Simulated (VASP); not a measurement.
# NaTlO (space group P6_3mc): computed properties

Level of theory: r2SCAN meta-GGA, VASP's PBE PAW potentials (set 64) (plane waves; VASP).

```yaml
space_group: P6_3mc (186)
cell: a = b = 3.483 Å, c = 11.406 Å, α = β = 90.00°, γ = 120.00°
volume_per_atom: 19.98 Å³/atom
band gap (over mesh and band path): 1.35 eV
smallest direct gap (over mesh and band path): 1.98 eV
band_edge_character_without_spin_orbit_coupling: indirect, M-K at 0.80 to Γ
band_gap_with_spin_orbit_coupling: 1.33 eV
density: 6.74 g/cm³
```

NaTlO is modelled in the hexagonal space group P6₃mc (No. 186), Pearson symbol hP6. Lattice parameters: a = 3.4835 Å, b = 3.4835 Å, c = 11.4056 Å, α = 90.00°, β = 90.00°, γ = 120.00°. Na on 2b is coordinated by 3 O at 2.296 Å (trigonal pyramidal). Tl on 2b sees 3 O at 2.467 Å (trigonal pyramidal). O on 2a is coordinated by 3 Na at 2.296 Å and 3 Tl at 2.467 Å (octahedral). (Neighbours: up to the widest gap in distance over summed covalent radii, below 1.35, at either atom; cation-cation and far metal-metal contacts left out.)

The path is coarsely sampled, so an indirect gap can come out somewhat too large. Unless said otherwise, spin-orbit coupling is left out, though it shifts the bands of the heavy elements here.

The structure comes from a computed database's NaTlO entry (P6_3mc); how it stands against other phases isn't given here. It was relaxed first. Symmetry was kept, so distortions that lower it aren't found.
